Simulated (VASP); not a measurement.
Computed with PBEsol GGA, VASP's PBE PAW potentials (set 64) (plane waves; VASP 6.6.1).

Input for VASP

INCAR:
```
GGA = PS   # PBEsol
LCHARG = F
LREAL = F   # projection in real space or not
LWAVE = F
LASPH = T   # aspherical one-centre terms
LMAXMIX = 6   # l cut-off of mixed one-centre charges
ISMEAR = 0
EDIFF = 1E-7
SIGMA = 0.05
ENCUT = 520
SYSTEM = PtS2
PREC = Accurate
NELM = 100   # most electronic steps
LORBIT = 11   # lm-projected
ICHARG = 11   # fixed density
ALGO = Normal
```

File KPOINTS:
```
k-points along high-symmetry lines
10
Line-mode
Reciprocal
  0.000000   0.000000   0.000000 ! GAMMA
  0.500000  -0.000000   0.000000 ! M

  0.500000  -0.000000   0.000000 ! M
  0.333333   0.333333   0.000000 ! K

  0.333333   0.333333   0.000000 ! K
  0.000000   0.000000   0.000000 ! GAMMA

  0.000000   0.000000   0.000000 ! GAMMA
  0.000000   0.000000   0.500000 ! A

  0.000000   0.000000   0.500000 ! A
  0.500000  -0.000000   0.500000 ! L

  0.500000  -0.000000   0.500000 ! L
  0.333333   0.333333   0.500000 ! H

  0.333333   0.333333   0.500000 ! H
  0.000000   0.000000   0.500000 ! A

  0.500000  -0.000000   0.500000 ! L
  0.500000  -0.000000   0.000000 ! M

  0.333333   0.333333   0.500000 ! H
  0.333333   0.333333   0.000000 ! K
```

POSCAR:
```
PtS2
1
    1.7832011000    -3.0885949774    -0.0000000000
    1.7832011000     3.0885949774     0.0000000000
    0.0000000000     0.0000000000     4.8197454310
Pt S
1 2
Direct
  0.0000000000   0.0000000000   1.0000000000
  0.3333330000   0.6666670000   0.2484506173
  0.6666670000   0.3333330000   0.7515493827
```

POTCAR, in this order: Pt S (PBE.64 set). Program: vasp_std. Read from the step before: CHGCAR.

Problem. What will the output report for the number of irreducible k-points (NKPTS), largest plane-wave count, number of space-group operations, FFT grid (NGX, NGY, NGZ)?

Solution. 
| Property | Value |
|---|---|
| number of irreducible k-points (NKPTS) | 90 |
| largest plane-wave count | 1458 |
| number of space-group operations | 12 |
| FFT grid (NGX, NGY, NGZ) | 28 × 28 × 36 |

The compound is PtS2 in the 1T layered structure. It was relaxed first.
